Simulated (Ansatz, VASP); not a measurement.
# TaSeS (2H-TaSSe bilayer, 2H (AA')): VASP beside Ansatz

Wanted: the spread between two codes on one cell, functional and k mesh. Of the first pair: The structure shown is the start of the Ansatz relaxation below; VASP solves that cell, so the two are compared at the walk's first step.

Calculated with Ansatz 0.2.0; plane waves, with VASP 6.6.1 beside it; single point at LDA.

## (1) The structure

The cell holds 6 atoms: 2 Se, 2 Ta and 2 S. Cell: a = 3.405 Å, b = 3.405 Å, c = 51.599 Å, α = 90.0°, β = 90.0°, γ = 120.0°. Vacuum lies along c.

## (2) Ansatz: relaxation, LDA

Ansatz runs on its default PAW (the set named soft_2) files.

The two programs are compared at the cell with which this relaxation starts, whose forces are those of its first step.

The input, input.yaml:

```yaml
crystal:
  lattice:
    - [3.405, 0.0, 0.0]
    - [-1.7025, 2.9488164999, 0.0]
    - [0.0, 0.0, 51.5990768281]
  atoms:
    - { symbol: Se, position: [0.3333333333, 0.6666666667, 0.4002009584] }
    - { symbol: Ta, position: [0.0, 0.0, 0.4374685429], spin: 1.0 }
    - { symbol: S, position: [0.3333333333, 0.6666666667, 0.4704452077] }
    - { symbol: Se, position: [0.0, 0.0, 0.5295547923] }
    - { symbol: Ta, position: [0.3333333333, 0.6666666667, 0.5668223769], spin: 1.0 }
    - { symbol: S, position: [0.0, 0.0, 0.5997990416] }
  periodic: [true, true, false]
magnetization:
  spin_polarized: true
kpoints:
  mp_grid: { grid: [12, 12, 1] }
hamiltonian:
  xc: lda
scf:
  occupations: { method: fermi_dirac, width: 0.05 }
  convergence: { dr2_threshold: 1.0e-09 }
relax:
  f_tol: 0.004
  max_steps: 90
  cell: {}
output:
  write_potential: true
  write_density: true
  volumetric_format: npy
```

Started as:

```sh
$ ansatz run input.yaml --threads 4 --pin off --max-ram 6144MiB --backend cpu --events-out ev --progress --plain --runs-dir out
```

Numbers of over 12 decimals in the logs are rounded to 6 here.

The program printed:

```text
Warning: relax.cell: scf.convergence.dr2_threshold = 1e-9 eV is looser than the 1.45612505851e-10 eV advised for a relaxation that steers and ends on the stress (1e-10 eV for each atom of the cell: 6, times the square of relax.cell.stress_2d_tol = 0.05 N/m over 20.3 Å (the atoms' height at the walk's start and 5 Å past either face), 2.463e-2 GPa, over a crystal's default 0.05). What an SCF threshold leaves in a stress goes as its square root, and in the free energy as the threshold itself, and one threshold admits the most on a small cell: [figures from the program's tests cut] Set scf.convergence.dr2_threshold to 1.45612505851e-10 eV or tighter. [rest of the remark cut]
Engine: ansatz 0.2.0, x86_64-unknown-linux-gnu
Pseudopotentials: kind: paw
Pseudopotential: Se, paw, valence charge 16, recommended cutoff 420 eV (normal), Se.paw.azcp
Pseudopotential: Ta, paw, valence charge 13, recommended cutoff 420 eV (normal), Ta.paw.azcp
Pseudopotential: S, paw, valence charge 6, recommended cutoff 420 eV (normal), S.paw.azcp
Functional definition: SPW92
  exchange = slater_x
  correlation = pw_c
Crystal: 6 atoms, lattice volume = 518.092 Å³
Basis set: ecut = 420 eV, 10133 PW (Γ)
Bands: 44, of which v1, the nominal top of the filled ones, is band 35 counted from 1 (34 counted from 0)
Symmetry: 6 space group operations
Space group: P3m1 (ITA 156), of the structure as read, at distance tolerance 8.0e-5 Å
Magnetic group: BNS 156.49 (UNI 1279), of the structure as read, at distance tolerance 8.0e-5 Å
k-points: 19 of 144 (time reversal used)
Non-local potential: Se, projectors of the file, l = 0: 2, l = 1: 2, l = 2: 3, l = 3: 1
Non-local potential: Ta, projectors of the file, l = 0: 3, l = 1: 2, l = 2: 2, l = 3: 1
Non-local potential: S, projectors of the file, l = 0: 2, l = 1: 2, l = 2: 2
PAW form: soft (Blöchl's): semilocal exchange-correlation on the pseudo side does not see the compensation charge
PAW frozen core: Se, regenerated for the run's functional, and the local potential with it (the file was generated under x = pbe(κ = 0.804, μ = 0.219515), c = pbe(β = 0.066725))
PAW frozen core: Ta, regenerated for the run's functional, and the local potential with it (the file was generated under x = pbe(κ = 0.804, μ = 0.219515), c = pbe(β = 0.066725))
PAW frozen core: S, regenerated for the run's functional, and the local potential with it (the file was generated under x = pbe(κ = 0.804, μ = 0.219515), c = pbe(β = 0.066725))
PAW one-centre angular grid: Se, 590 points (default); XC on 64 Gauss nodes
PAW one-centre angular grid: Ta, 590 points (default); XC on 64 Gauss nodes
PAW one-centre angular grid: S, 110 points (default); XC on 64 Gauss nodes
Initial density: superposition of atomic densities (neutral atoms: chi_scale 0, normalization atom)
Starting moments: Σ|m| = 2 μB on 2 of 6 sites
Initial wavefunctions: pseudopotential atomic-orbital guess
Functional: x = slater, c = lda
SCF iter   1: F=—  HF=-31875.778235 eV  |F-HF|=—  |Δ(HF+E_count)|=         —  Δρ=1.14e-2 (↑1.14e-2 ↓9.03e-3)  dr2=2.99e0  dr2_m=6.02e-2  M=1.335 μB ∫|m|=1.473 μB  β_m=0.30  ethr=3.10e-3  ⟨swp⟩=14.6  Hψ=10016  notcnv=0
Mixer restart at iter 1: flushing history
preconditioner: auto → LDOS  [metal: Δε(μ)=0.023 eV  Ē_g=8.109 eV  σ=0.050 eV  W_gap=0.11  n_scr=32 (ndim 8)  ℏωp=9.5 eV  f_vac=0.726  D(μ)=3.23/eV (n_scr^D=16)]
spin=Collinear: LDOS preconditioning applied to the charge; magnetization (m = ρ↑ − ρ↓) channel mixes plain (no charge-response kernel on spin).
SCF iter   2: F=—  HF=-31875.126669 eV  |F-HF|=—  |Δ(HF+E_count)|=   6.52e-1  Δρ=7.66e-3 (↑7.66e-3 ↓5.85e-3)  dr2=1.14e0  dr2_m=3.26e-2  M=1.284 μB ∫|m|=1.395 μB  β_m=0.50  ethr=3.10e-3  ⟨swp⟩=2.7  Hψ=2672  notcnv=0  defer=86
SCF iter   3: F=—  HF=-31874.872029 eV  |F-HF|=—  |Δ(HF+E_count)|=   2.55e-1  Δρ=2.29e-3 (↑2.29e-3 ↓1.99e-3)  dr2=4.57e-2  dr2_m=6.44e-3  M=1.108 μB ∫|m|=1.166 μB  β_m=0.68  ethr=1.63e-3  ⟨swp⟩=4.1  Hψ=3460  notcnv=0  defer=86
SCF iter   4: F=—  HF=-31874.919988 eV  |F-HF|=—  |Δ(HF+E_count)|=         —  Δρ=2.30e-3 (↑2.30e-3 ↓1.82e-3)  dr2=8.29e-3  dr2_m=1.93e-2  M=0.641 μB ∫|m|=0.659 μB  β_m=0.68  ethr=6.52e-5  ⟨swp⟩=3.1  Hψ=3583  notcnv=0  defer=92
SCF iter   5: F=—  HF=-31874.919933 eV  |F-HF|=—  |Δ(HF+E_count)|=   5.52e-5  Δρ=1.21e-3 (↑1.14e-3 ↓1.21e-3)  dr2=2.08e-3  dr2_m=6.50e-3  M=0.492 μB ∫|m|=0.501 μB  β_m=0.84  ethr=1.18e-5  ⟨swp⟩=2.9  Hψ=3120  notcnv=0  defer=92
[...]
SCF iter   4: F=—  HF=-31876.553640 eV  |F-HF|=—  |Δ(HF+E_count)|=   1.07e-8  Δρ=2.58e-7 (↑2.57e-7 ↓2.58e-7)  dr2=6.63e-9  dr2_m=3.35e-14  M=0.000 μB ∫|m|=0.000 μB  β_m=0.64  ethr=1.42e-11  ⟨swp⟩=2.7  Hψ=2957  notcnv=0
SCF iter   5: F=-31876.553640 eV  HF=-31876.553640 eV  |F-HF|=1.75e-10  |Δ(HF+E_count)|=  6.48e-10  Δρ=5.02e-8 (↑4.90e-8 ↓5.02e-8)  dr2=4.22e-10  dr2_m=9.58e-15  M=0.000 μB ∫|m|=0.000 μB  ethr=1.43e-12  ⟨swp⟩=13.8  Hψ=13233  notcnv=0
the starting moments were not kept: the SCF closed with an absolute magnetisation of 4.9e-7 μB, where they sum to 2 μB in size (2 sites). That is at most 0.1 of that sum. Measured as dr2_m measures the in/out step, that magnetisation stands 1.8e-14 eV from none, at or under the dr2_threshold of 1.0e-9 eV: it is no larger than a step whose dr2_m would equal this threshold.
SCF 8 converged in 5 iterations: F = -31876.553640 eV  dr2 = 4.22e-10
relax step   8: F+E_penalty+E_count = -31876.55364013 eV  Δ(F+E_penalty+E_count) = +9.049e-4 eV  max|allowed force component| = 2.748e-3 eV/Å  Δτ_max = 0.0000 Å  P = +0.006 N/m  Ω = 496.168 Å³  fix = [c, alpha, beta]  reactions: c +0.000 N/m  stress off target by 6.28e-3 N/m on what of the cell is left free  SCF on the basis re-selected at this cell (its energy is not comparable with the rows above)  (5 SCF iters)
basis re-selected at this cell: Δ(F+E_penalty+E_count) = +9.049e-4 eV, ΔP = -0.003 N/m vs the last step (what re-selecting the basis moved, of the pressure what is left beyond the Pulay correction that the steps carried, after the strain that the cell walked since its last selection, with what the two solves' SCF thresholds leave and, on support functions, any second-order correction that the steps lacked; it is no m [...]
WARN: The output density's exchange-correlation potential varies sharply where the density is thin. Do not read a vacuum level from v_tot or v_xc, or from such a field of the output density. On a cell that repeats whose density bears no net charge and no dipole along the vacuum's axis use v_es (v_loc + v_h of the components); under efield.dipole_correction with no amplitude use v_es + v_field, which holds any externa [...]
SCF converged after 5 iterations
Magnetization: 0.0000 μB (35.0000 up, 35.0000 down)
Absolute magnetization: 0.0000 μB (∫|ρ↑−ρ↓|, with the PAW one-centre terms)
Spin contamination: 0.0000 ħ² per cell (⟨S²⟩ above its minimum at these occupations)
Per-site moments (μB) at R_I (Å): [(2.6025660511356462e-9, 1.061833), (5.719892170705124e-8, 1.005383), (9.639061874541463e-9, 1.005383), (6.824130545687848e-9, 1.061112), (1.4605661432904673e-7, 1.005630), (2.0830685935222367e-8, 1.005630)]
Free energy (F): -31876.553640 eV
Harris-Foulkes:  -31876.553640 eV  (|F-HF|=1.75e-10)
Internal energy: -31876.512858 eV  (E = F + TS)
E sigma→0 (E₀):  -31876.533249 eV
Entropy (-TS):   -0.040782 eV (-6.797 meV/atom)
Fermi energy:    -5.858868 eV
--- Per-component energies (eV) ---
  E_band       = -2213.094025
  E_kinetic    = 1191.832574
  E_local      = -424730.524384  (includes V_loc(G=0)·N_el)
  E_nonlocal   = -1078.860949
  E_hartree    = 211504.890367
  E_xc         = -836.586055
  E_vxc        = -784.719806  (∫ρ·V_xc dr)
  E_paw        = -21089.600932  (= ΣΔE_a)
  E_vpaw       = 179.397178  (= ΣTr[D̂ρ^β])
  E_aug_tail   = -0.000877  (compensation charges beyond the density's cutoff)
  E_ewald      = 203157.078473
  E_core_change = 5.258925  (= ΣΔE_core)
  E_smearing   = -0.040782  (= −TS)
  E_closure    = -0.000000  (closes the sum)
  Σ components = -31876.553640   (vs F -31876.553640, Δ=0.00e0)
--- Forces (eV/Å), atoms counted from 1 ---
  atom   1  Se     0.00000000     0.00000000     0.00004247
  atom   2  Ta     0.00000000     0.00000000    -0.00018722
  atom   3  S      0.00000000     0.00000000    -0.00065350
  atom   4  Se    -0.00000000    -0.00000000    -0.00055548
  atom   5  Ta    -0.00000000    -0.00000000     0.00288349
  atom   6  S     -0.00000000    -0.00000000    -0.00071857
  max |Σ_I F_I| component: 8.11e-4 eV/Å
--- 2D stress c σ (N/m, compression-positive) ---
        0.006282       0.000000       0.000000
        0.000000       0.006282      -0.000000
        0.000000      -0.000000       0.000000
  P = ½ c Tr σ = 0.0063 N/m
--- Band table (eV; the first three rows and the last of 38) ---
  k-point 0 ↑: bands = [... 31 lower, -6.7033, -6.6534, -6.6534, -5.1300, -4.5473, -2.4857, -2.4857, -2.4686, ... 5 higher]
  k-point 1 ↑: bands = [... 31 lower, -6.7886, -6.7675, -6.5918, -5.1760, -4.7704, -2.6803, -2.6285, -2.5090, ... 5 higher]
  k-point 2 ↑: bands = [... 31 lower, -7.0333, -7.0290, -6.6521, -5.4128, -5.3442, -3.1187, -2.8601, -2.6986, ... 5 higher]
  k-point 18 ↓: bands = [... 31 lower, -8.6311, -7.5855, -7.5584, -5.2867, -5.1528, -3.5100, -3.5051, -2.2938, ... 5 higher]
  the weakly bound empty levels are not read free of the cell's end (no_gap_told)
--- Relaxed structure (7 steps of the walk, 7 accepted, 1 SCFs on fresh bases) ---
  F+E_penalty+E_count = -31876.55364013 eV   max|allowed force component| = 2.748e-3 eV/Å   (the final SCF, on the basis selected at the relaxed cell)
  cell:  # Å, volume = 496.1683 Å³
    - [3.332178, -5.3898985175979045e-18, 0]
    - [-1.666089, 2.885751, 0]
    - [0, 0, 51.5990768281]
  atoms:
    - { symbol: Se, position: [0.333333, 0.666667, 0.409306] }
    - { symbol: Ta, position: [9.680893708107779e-18, -2.7755575615628944e-17, 0.442452] }
    - { symbol: S, position: [0.333333, 0.666667, 0.471453] }
    - { symbol: Se, position: [-1.8085776091649764e-18, -2.7755575615628867e-17, 0.528624] }
    - { symbol: Ta, position: [0.333333, 0.666667, 0.561718] }
    - { symbol: S, position: [-1.760262861379447e-17, -2.7755575615628867e-17, 0.590738] }
```

[end of part 1 of 2]

[Lines on the potential files, build, host, timing and source positions are cut from VASP's logs without a mark.]

[Logs are printed without paths, hosts, clocks, repeated set-up lines and the standing remarks that a program may print on its own settings, such as how far it seeks lower states.]

[Hosts, paths, dates, database ids (printed as entryN), source tags and the programs' standing remarks are cut or masked in the printed files.]
